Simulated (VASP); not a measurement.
All values below come from revPBE GGA, VASP's PBE PAW potentials (set 64) (plane waves; VASP 6.6.1).

VASP input:

POSCAR:
```
Sn
1
   -2.9404677259     2.9404677259     1.5772898633
    2.9404677259    -2.9404677259     1.5772898633
    2.9404677259     2.9404677259    -1.5772898633
Sn
2
Direct
  0.2500000000   0.7500000000   0.5000000000
  1.0000000000   0.0000000000   1.0000000000
```

### INCAR
```
LASPH  =  .TRUE.   ! aspherical one-centre terms
ISMEAR  =  1   ! Methfessel-Paxton
GGA  =  RE   ! revPBE
NSW  =  30
LREAL  =  .FALSE.   ! projection in real space or not
NELM  =  100
IBRION  =  2   ! conjugate gradients
LCHARG  =  .FALSE.
EDIFF  =  1E-7   ! SCF stop (eV)
PREC  =  Accurate
ALGO  =  Normal   ! blocked Davidson
EDIFFG  =  -0.01
ENCUT  =  520
LWAVE  =  .FALSE.
SYSTEM  =  Sn
SIGMA  =  0.1
LMAXMIX  =  4
ISIF  =  4
```

File KPOINTS:
```
Automatic
0
gamma
  13 13 13
0 0 0
```

POTCAR, in this order: Sn_d (PBE.64 set). Program: vasp_std.

Unless said otherwise, spin-orbit coupling is left out, though it shifts the bands of the heavy elements here.

Q: Predict the energy per atom (σ→0), band gap (on the k-mesh).

A: 
- energy per atom (σ→0): -335.9 kJ/mol of atoms
- band gap (on the k-mesh): none (metal, semimetal or under 0.01 eV)

OSZICAR:
```
...
       N       E                     dE             d eps       ncg     rms          rms(c)
DAV:   1    -0.696621177319E+01   -0.36294E-02   -0.92869E-02  7940   0.272E+00    0.288E-01
DAV:   2    -0.696399074894E+01    0.22210E-02   -0.46614E-03  8546   0.116E+00    0.179E-01
DAV:   3    -0.696274517725E+01    0.12456E-02   -0.26402E-03  9226   0.837E-01    0.212E-02
DAV:   4    -0.696278136738E+01   -0.36190E-04   -0.48919E-04  7476   0.284E-01    0.128E-02
DAV:   5    -0.696278121017E+01    0.15721E-06   -0.14261E-05 10214   0.637E-02    0.260E-03
DAV:   6    -0.696278128882E+01   -0.78654E-07   -0.77524E-07  7526   0.975E-03
   3 F= -.69627813E+01 E0= -.69628293E+01  d E =-.127009E-02
```

The compound is Sn in the beta structure. This cell is one point of a volume scan, at 0.94 of the reference volume. Symmetry was kept, so distortions that lower it aren't found.
